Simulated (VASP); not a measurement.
BiB:

```xyz
2
Lattice="0.0000 2.6768 2.6768 2.6768 0.0000 2.6768 2.6768 2.6768 0.0000" Properties=species:S:1:pos:R:3 pbc="T T T"
B     0.0000    0.0000    0.0000
Bi    1.3384    1.3384    1.3384
```

The cell was built by a generator and needn't be a form met in nature.

```yaml
Program: VASP 6.6.1
Task: relaxation of cell and atoms
Functional: PBE
Potentials_or_basis: VASP PAW PBE potentials, release 64 (B, Bi_d)
Cutoff: 600 eV
k_mesh: 8 × 8 × 8
Occupations: fermi-dirac, width 0.02 eV
Spin: no spin polarisation
```

At the start: pressure 8.3 GPa; volume 19.18 Å³/atom.

Q: How do energy, volume and symmetry change on relaxing?

A: Over 3 steps the energy falls by 44.0 meV/atom and the volume is 21.03 Å³/atom (+9.6 %); space group F-43m (No. 216, to 0.05 Å).

Step by step:
| step | energy change (eV) | largest force (eV/Å) | pressure (GPa) | volume (Å³) |
| --- | --- | --- | --- | --- |
| 1 | 0.0000 | 0.0000 | 8.34 | 38.36 |
| 2 | -0.0662 | 0.0000 | -3.16 | 44.18 |
| 3 | -0.0880 | 0.0000 | -0.01 | 42.05 |

Final structure:
```
CELL_PARAMETERS angstrom
0.00000 2.76012 2.76012
2.76012 0.00000 2.76012
2.76012 2.76012 0.00000
ATOMIC_POSITIONS crystal
B 0.00000 0.00000 0.00000
Bi 0.25000 0.25000 0.25000
```
